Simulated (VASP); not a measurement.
These are PBEsol GGA, VASP's PBE PAW potentials (set 64) (plane waves; VASP) values and carry that method's errors.

Input for VASP

**KPOINTS**
```
K-points
0
G
  9 9 5
```

File POSCAR:
```
BN
1
    2.4790881774     0.0000000000     0.0000000000
   -1.2395440887     2.1469532634     0.0000000000
    0.0000000000     0.0000000000     4.0002113988
B N
2 2
Direct
  0.0000000000   0.0000000000   0.0000000000
  0.0000000000   0.0000000000   0.5000000000
  0.3333330000   0.6666670000   0.2500000000
  0.6666670000   0.3333330000   0.7500000000
```

INCAR:
```
SYSTEM = BN
PREC = Accurate; ENCUT = 520; LREAL = .FALSE.
LASPH = .TRUE.
EDIFF = 1E-6; NELM = 100; ALGO = Normal
ISMEAR = 0; SIGMA = 0.05
GGA = PS
IBRION = 2; NSW = 60; ISIF = 3
EDIFFG = -0.02
LWAVE = .FALSE.; LCHARG = .FALSE.
```

POTCAR, in this order: B N (PBE.64 set). Program: vasp_std.

Output

OSZICAR:
```
       N       E                     dE             d eps       ncg     rms          rms(c)
DAV:   1     0.495799201206E+02    0.49580E+02   -0.91473E+03   864   0.134E+03
DAV:   2    -0.291074073599E+02   -0.78687E+02   -0.72100E+02  1268   0.268E+02
DAV:   3    -0.313465939166E+02   -0.22392E+01   -0.22233E+01  1132   0.445E+01
DAV:   4    -0.313617712525E+02   -0.15177E-01   -0.15160E-01  1076   0.356E+00
DAV:   5    -0.313619587843E+02   -0.18753E-03   -0.18748E-03  1084   0.331E-01    0.852E+00
DAV:   6    -0.299145833400E+02    0.14474E+01   -0.46433E+00  1060   0.175E+01    0.346E+00
DAV:   7    -0.298951819514E+02    0.19401E-01   -0.17311E-01  1072   0.416E+00    0.227E+00
DAV:   8    -0.298866894862E+02    0.84925E-02   -0.13653E-02  1048   0.114E+00    0.272E-01
DAV:   9    -0.298860429965E+02    0.64649E-03   -0.16942E-03  1108   0.400E-01    0.687E-02
DAV:  10    -0.298860540458E+02   -0.11049E-04   -0.11530E-04  1048   0.100E-01    0.145E-02
DAV:  11    -0.298860535999E+02    0.44584E-06   -0.10074E-05  1112   0.274E-02    0.286E-03
DAV:  12    -0.298860535950E+02    0.49772E-08   -0.51722E-07   576   0.734E-03
   1 F= -.29886054E+02 E0= -.29886054E+02  d E =-.298861E+02
       N       E                     dE             d eps       ncg     rms          rms(c)
DAV:   1    -0.298885059536E+02   -0.24524E-02   -0.72577E-02  1032   0.279E+00    0.345E-01
DAV:   2    -0.298863889400E+02    0.21170E-02   -0.53591E-03  1048   0.691E-01    0.111E-01
DAV:   3    -0.298862555909E+02    0.13335E-03   -0.43655E-04  1108   0.199E-01    0.379E-02
DAV:   4    -0.298862212384E+02    0.34353E-04   -0.34574E-05  1036   0.528E-02    0.149E-02
DAV:   5    -0.298862171385E+02    0.40998E-05   -0.75826E-06  1072   0.249E-02    0.734E-03
DAV:   6    -0.298862167356E+02    0.40295E-06   -0.15800E-07   548   0.462E-03
   2 F= -.29886217E+02 E0= -.29886217E+02  d E =-.163141E-03
       N       E                     dE             d eps       ncg     rms          rms(c)
DAV:   1    -0.298871481853E+02   -0.93105E-03   -0.15388E-02  1036   0.129E+00    0.159E-01
DAV:   2    -0.298866987127E+02    0.44947E-03   -0.11297E-03  1028   0.318E-01    0.516E-02
DAV:   3    -0.298866713402E+02    0.27373E-04   -0.93252E-05  1120   0.919E-02    0.175E-02
DAV:   4    -0.298866649316E+02    0.64086E-05   -0.72510E-06  1032   0.242E-02    0.696E-03
DAV:   5    -0.298866644652E+02    0.46633E-06   -0.14560E-06   564   0.115E-02
   3 F= -.29886664E+02 E0= -.29886664E+02  d E =-.610870E-03
```

File OUTCAR:
```
------------------------ aborting loop because EDIFF is reached ----------------------------------------
  FORCE on cell =-STRESS in cart. coord.  units (eV):
  Direction    XX          YY          ZZ          XY          YZ          ZX
  --------------------------------------------------------------------------------------
  Total        0.0064514      0.0064514     -0.0219428      0.0000000      0.0000000      0.0000000
  in kB        0.4831522      0.4831522     -1.6433193      0.0000000      0.0000000      0.0000000
  external PRESSURE =      -0.2256717 kB  Pullay stress =       0.0000000 kB
  volume of cell :       21.39
      direct lattice vectors                 reciprocal lattice vectors
     2.483597724  0.000000000  0.000000000     0.402641696  0.232465300  0.000000000
    -1.241798862  2.150858645  0.000000000     0.000000000  0.464930600  0.000000000
    -0.000000000  0.000000000  4.004857703     0.000000000 -0.000000000  0.249696762
  FREE ENERGIE OF THE ION-ELECTRON SYSTEM (eV)
  ---------------------------------------------------
  free  energy   TOTEN  =       -29.8866644652 eV

  energy  without entropy=      -29.8866644652  energy(sigma->0) =      -29.88666447

 reached required accuracy - stopping structural energy minimisation
```
(Selected blocks of OUTCAR.)

**CONTCAR**
```
BN
   1.00000000000000
     2.4835977238704285    0.0000000000000000    0.0000000000000000
    -1.2417988619352143    2.1508586447857416    0.0000000000000000
    -0.0000000000000000    0.0000000000000000    4.0048577030864765
  B               N
     2     2
Direct
     0.0000000000000000    0.0000000000000000    0.0000000000000000
     0.0000000000000000    0.0000000000000000    0.5000000000000000
     0.3333330000000032    0.6666669999999968    0.2500000000000000
     0.6666669999999968    0.3333330000000032    0.7500000000000000
```

### OUTCAR
```
 val. band max:       10.1656756032   @ k =   0.2222   0.0000   0.0000

 cond. band min:      11.7723773754   @ k =   0.3333   0.3333   0.0000


 Fermi energy:        10.4416768475

 k-point     1 :       0.0000    0.0000    0.0000
  band No.  band energies     occupation
      1     -12.2184      2.00000
      2      -7.0631      2.00000
      3      -2.1665      2.00000
      4       8.7613      2.00000
      5       8.7614      2.00000
      6       9.5293      2.00000
      7       9.5293      2.00000
      8       9.9361      2.00000
      9      16.1366      0.00000
     10      18.5672      0.00000
     11      18.5672      0.00000
     12      18.5761      0.00000

 k-point     2 :       0.1111   -0.0000    0.0000
  band No.  band energies     occupation
      1     -11.9118      2.00000
      2      -6.7774      2.00000
      3      -1.8972      2.00000
      4       6.6786      2.00000
      5       7.6353      2.00000
      6       8.8743      2.00000
      7       9.9040      2.00000
      8      10.0912      2.00000
      9      16.9937      0.00000
     10      17.6545      0.00000
     11      18.0887      0.00000
     12      18.7240      0.00000

 k-point     3 :       0.2222    0.0000    0.0000
  band No.  band energies     occupation
      1     -11.0017      2.00000
      2      -5.9626      2.00000
      3      -1.1040      2.00000
      4       3.2719      2.00000
      5       6.2047      2.00000
      6       6.6481      2.00000
      7       9.4506      2.00000
      8      10.1657      2.00000
      9      16.0022      0.00000
     10      17.0029      0.00000
     11      17.0759      0.00000
     12      18.5133      0.00000

 k-point     4 :       0.3333   -0.0000    0.0000
  band No.  band energies     occupation
      1      -9.5307      2.00000
      2      -4.8928      2.00000
      3       0.1387      2.00000
      4       0.1880      2.00000
      5       3.8859      2.00000
      6       5.1113      2.00000
...
```

The structure was generated: BN was put into the NiAs type type (P6_3/mmc), which need not be its known phase. This run relaxes it. Symmetry was kept, so distortions that lower it aren't found. The start is the result of an earlier pass.
